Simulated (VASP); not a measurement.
The system is Os.

```
Os
1.0
     2.73410    0.00000    0.00000
    -1.36705    2.36780    0.00000
     0.00000    0.00000    4.31970
Os
2
Direct
  0.33333 0.66667 0.25000
  0.66667 0.33333 0.75000
```

| Quantity | Value |
| --- | --- |
| Program | VASP 6.6.1 |
| Task | relaxation of cell and atoms |
| Functional | PBE |
| Potentials or basis | VASP PAW PBE potentials, release 64 (Os) |
| Cutoff | 300 eV |
| k mesh | 8 × 8 × 5 |
| Occupations | methfessel-paxton, width 0.1 eV |
| Spin | no spin polarisation |

At the start: pressure 6.4 GPa; volume 13.98 Å³/atom.

**Question.** Where does the relaxation end?

**Answer.** Over 9 steps the energy falls by 4.1 meV/atom and the volume is 14.19 Å³/atom (+1.5 %); space group P6_3/mmc (No. 194, to 0.05 Å).

Step by step:
| step | energy change (eV) | largest force (eV/Å) | pressure (GPa) | volume (Å³) |
| --- | --- | --- | --- | --- |
| 1 | 0.0000 | 0.0000 | 6.40 | 27.96 |
| 2 | 0.1367 | 0.0000 | -22.76 | 30.29 |
| 3 | -0.0082 | 0.0000 | -0.18 | 28.40 |
| 4 | -0.0082 | 0.0000 | 0.00 | 28.38 |
| 5 | -0.0082 | 0.0000 | 0.11 | 28.38 |
| 6 | -0.0082 | 0.0000 | 0.11 | 28.38 |
| 7 | -0.0082 | 0.0000 | 0.12 | 28.38 |
| 8 | -0.0082 | 0.0000 | -0.37 | 28.41 |
| 9 | -0.0082 | 0.0000 | 0.01 | 28.38 |

Final structure:
```yaml
crystal:
  lattice:
    - [2.74854, 0.00000, 0.00000]
    - [-1.37427, 2.38031, 0.00000]
    - [0.00000, 0.00000, 4.33847]
  atoms:
    - { symbol: Os, position: [0.33333, 0.66667, 0.25000] }
    - { symbol: Os, position: [0.66667, 0.33333, 0.75000] }
```
